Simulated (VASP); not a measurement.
Data:

```yaml
crystal:
  lattice:
    - [0.00000, 2.80248, 2.80248]
    - [2.80248, 0.00000, 2.80248]
    - [2.80248, 2.80248, 0.00000]
  atoms:
    - { symbol: Ag, position: [0.00000, 0.00000, 0.00000] }
    - { symbol: Cl, position: [0.50000, 0.50000, 0.50000] }
```

Method: TPSS meta-GGA, VASP's PBE PAW potentials (set 64) (plane waves; VASP). Run with 520 eV cut-off, 8×8×8 Γ-centred mesh, Gaussian smearing of 0.050 eV, potentials Ag Cl.

Task: Give the stress tensor in GPa (positive for a compressed cell).

Result: 
```
-1.11   0.00   0.00
 0.00  -1.11   0.00
 0.00   0.00  -1.11
```
The pressure is its mean diagonal, -1.11 GPa.

The compound is AgCl in the rock salt structure. This cell is one point of a volume scan, at 1.03 of the reference volume.
